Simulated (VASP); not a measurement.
Input:

```
Ag
1.0
    0.00000     2.87868     2.87868
    2.87868     0.00000     2.87868
    2.87868     2.87868     0.00000
Ag
2
Direct
  0.75000   0.75000   0.75000
  0.50000   0.50000   0.50000
```

Level of theory: PBEsol GGA, VASP's PBE PAW potentials (set 64) (plane waves; VASP). Run with 400 eV cut-off, 10×10×10 Γ-centred mesh, first-order Methfessel-Paxton smearing of 0.10 eV, potentials Ag.

Energy and stress use the plane-wave basis of the starting cell.

Question: The ions, cell shape and volume are relaxed. Predict the relaxed structure.

Answer: 
```
Ag
1.0
    0.00000     3.00337     3.00337
    3.00337     0.00000     3.00337
    3.00337     3.00337     0.00000
Ag
2
Direct
  0.75000   0.75000   0.75000
  0.50000   0.50000   0.50000
```
Space group Fd-3m (227), at a tolerance of 0.03 Å.

Question: How do energy and volume change from the first to the last step?

Answer: The energy (σ→0) changes by -75.6 meV/atom and the volume by +13.6 %, in 3 ionic steps.

The structure was generated: Ag was put into the diamond type (Fd-3m), which need not be its known phase. This run relaxes it. Symmetry was kept, so distortions that lower it aren't found.
